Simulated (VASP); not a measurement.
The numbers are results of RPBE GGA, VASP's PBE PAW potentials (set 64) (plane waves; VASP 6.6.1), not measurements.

A VASP calculation is set up with these files.

File KPOINTS:
```
Automatic mesh
0
Gamma
18 18 10
0 0 0
```

INCAR:
```
ALGO=Normal
EDIFF=1E-7
EDIFFG=-0.01
ENCUT=520
GGA=RP
IBRION=2
ISIF=4
ISMEAR=1
LASPH=.TRUE.
LCHARG=.FALSE.
LREAL=.FALSE.
LWAVE=.FALSE.
NELM=100
NSW=30
PREC=Accurate
SIGMA=0.1
SYSTEM=Be
```

File POSCAR:
```
Be
1.0
  1.1436071834  -1.9807855715   0.0000000000
  1.1436071834   1.9807855715   0.0000000000
  0.0000000000   0.0000000000   3.5855630218
Be
2
Cartesian
  1.1436071834   0.6602631777   0.8963907555
  1.1436071834  -0.6602631777   2.6891722663
```

POTCAR, in this order: Be (PBE.64 set). Program: vasp_std.

Output

File OSZICAR:
```
       N       E                     dE             d eps       ncg     rms          rms(c)
DAV:   1    -0.201774053620E+01   -0.20177E+01   -0.17830E+03  2670   0.546E+02
DAV:   2    -0.704840486548E+01   -0.50307E+01   -0.47771E+01  4134   0.619E+01
DAV:   3    -0.708157022934E+01   -0.33165E-01   -0.33154E-01  3522   0.469E+00
DAV:   4    -0.708160029873E+01   -0.30069E-04   -0.30068E-04  3882   0.135E-01
DAV:   5    -0.708160032808E+01   -0.29351E-07   -0.29468E-07  3438   0.192E-03    0.120E+00
DAV:   6    -0.703932462199E+01    0.42276E-01   -0.70247E-03  2964   0.133E+00    0.740E-01
DAV:   7    -0.702434737358E+01    0.14977E-01   -0.62020E-03  2910   0.126E+00    0.236E-02
DAV:   8    -0.702432626477E+01    0.21109E-04   -0.12102E-05  3912   0.447E-02    0.101E-02
DAV:   9    -0.702432820688E+01   -0.19421E-05   -0.31784E-06  3252   0.212E-02    0.114E-03
DAV:  10    -0.702432779611E+01    0.41076E-06   -0.11302E-08  3222   0.116E-03    0.294E-04
DAV:  11    -0.702432757854E+01    0.21757E-06   -0.34477E-09  1824   0.780E-04    0.725E-06
DAV:  12    -0.702432757004E+01    0.85035E-08   -0.15908E-10  1764   0.160E-04
   1 F= -.70243276E+01 E0= -.70242730E+01  d E =-.702433E+01
       N       E                     dE             d eps       ncg     rms          rms(c)
DAV:   1    -0.702508775209E+01   -0.76017E-03   -0.71071E-03  3378   0.554E-01    0.315E-02
DAV:   2    -0.702508180969E+01    0.59424E-05   -0.32070E-05  3258   0.524E-02    0.193E-02
DAV:   3    -0.702507613914E+01    0.56705E-05   -0.31301E-06  3600   0.114E-02    0.278E-04
DAV:   4    -0.702507613860E+01    0.54411E-09   -0.25071E-08  2844   0.156E-03
   2 F= -.70250761E+01 E0= -.70250267E+01  d E =-.748569E-03
       N       E                     dE             d eps       ncg     rms          rms(c)
DAV:   1    -0.702508847392E+01   -0.12335E-04   -0.13957E-04  3396   0.776E-02    0.466E-03
DAV:   2    -0.702508828888E+01    0.18503E-06   -0.63360E-07  3252   0.738E-03    0.285E-03
DAV:   3    -0.702508809603E+01    0.19286E-06   -0.66243E-08  2922   0.167E-03    0.394E-05
DAV:   4    -0.702508809621E+01   -0.18673E-09   -0.65245E-10  1614   0.264E-04
   3 F= -.70250881E+01 E0= -.70250352E+01  d E =-.760526E-03
```

OUTCAR:
```
------------------------ aborting loop because EDIFF is reached ----------------------------------------
  FORCE on cell =-STRESS in cart. coord.  units (eV):
  Direction    XX          YY          ZZ          XY          YZ          ZX
  --------------------------------------------------------------------------------------
  Total       -0.0170996     -0.0170996     -0.0163610      0.0000000      0.0000000      0.0000000
  in kB       -1.6865356     -1.6865353     -1.6136814      0.0000000      0.0000000      0.0000000
  external PRESSURE =      -1.6622508 kB  Pullay stress =       0.0000000 kB
  volume of cell :       16.24
      direct lattice vectors                 reciprocal lattice vectors
     1.140632190 -1.975632733 -0.000000000     0.438353401 -0.253083476  0.000000000
     1.140632190  1.975632733  0.000000000     0.438353401  0.253083476  0.000000000
    -0.000000000  0.000000000  3.604291120     0.000000000 -0.000000000  0.277447067
 POSITION                                       TOTAL-FORCE (eV/Angst)
 -----------------------------------------------------------------------------------
      1.14063      0.65855      0.90107        -0.000000     -0.000000      0.000000
      1.14063     -0.65855      2.70322         0.000000      0.000000      0.000000
 -----------------------------------------------------------------------------------
    total drift:                                0.000000     -0.000003      0.000005
  FREE ENERGIE OF THE ION-ELECTRON SYSTEM (eV)
  ---------------------------------------------------
  free  energy   TOTEN  =        -7.0250880962 eV

  energy  without entropy=       -7.0249292729  energy(sigma->0) =       -7.02503516

 reached required accuracy - stopping structural energy minimisation
```
(Selected blocks of OUTCAR.)

**CONTCAR**
```
Be
   1.00000000000000
     1.1406321900531988   -1.9756327333100363   -0.0000000000000000
     1.1406321900531988    1.9756327333100363    0.0000000000000000
    -0.0000000000000000    0.0000000000000000    3.6042911202243557
  Be
     2
Direct
     0.3333330000000032    0.6666669999999968    0.2500000000000000
     0.6666669999999968    0.3333330000000032    0.7500000000000000
```

The compound is Be in the hcp structure. This run relaxes it. Symmetry was kept, so distortions that lower it aren't found.
